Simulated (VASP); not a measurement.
An input for Ansatz (written as the equivalent of a VASP run, and not itself run):

Ansatz 0.2 input:
```yaml
crystal:
  lattice:
    - [0.0000000, 2.3597751, 2.3597751]
    - [2.3597751, 0.0000000, 2.3597751]
    - [2.3597751, 2.3597751, 0.0000000]
  atoms:
    - { symbol: Ca, position: [0.0000000, 0.0000000, 0.0000000] }
    - { symbol: O, position: [0.5000000, 0.5000000, 0.5000000] }
kpoints:
  mp_grid: { grid: [11, 11, 11] }
hamiltonian:
  xc: lda
  pseudopotentials: { kind: paw }
scf:
  occupations: { method: tetrahedron }
  max_iter: 100
output: { forces: true, stress: true, eigenvalues: true }
```

Write the VASP files for the same calculation (LDA).

Several could match; the one computed here: 
POSCAR:
```
CaO
2.3597750
  0.0000000000   1.0000000300   1.0000000300
  1.0000000300   0.0000000000   1.0000000300
  1.0000000300   1.0000000300   0.0000000000
Ca O
1 1
Cartesian
  0.0000000000   0.0000000000   0.0000000000
  1.0000000300   1.0000000300   1.0000000300
```

**KPOINTS**
```
Regular mesh
0
gamma
 11 11 11
```

**INCAR**
```
ALGO=Normal   ! blocked Davidson
ENCUT=520   ! plane-wave cut-off (eV)
ISMEAR=-5   ! tetrahedra, Bloechl
LWAVE=.False.
LCHARG=.True.
PREC=Accurate
NELM=100   ! most electronic steps
EDIFF=1E-7
ISIF=2
LREAL=.False.   ! projection in real space or not
NEDOS=601   ! DOS grid
SYSTEM=CaO
LORBIT=11
LASPH=.True.   ! aspherical one-centre terms
```

POTCAR, in this order: Ca_sv O (LDA.64 set). Program: vasp_std.

What does not carry over: each code has its own PAW files, so the cut-off isn't converted (ENCUT is set for VASP's; basis.ecutwfc is left out, and Ansatz then takes the one that its files recommend); Ansatz stops its SCF on the density residual and VASP on the energy change (EDIFF); Ansatz's lda is the Perdew-Wang form, while the LDA potentials of VASP carry Perdew-Zunger's.

The compound is CaO in the rock salt structure. It was relaxed first, which changed the volume by -6 %.
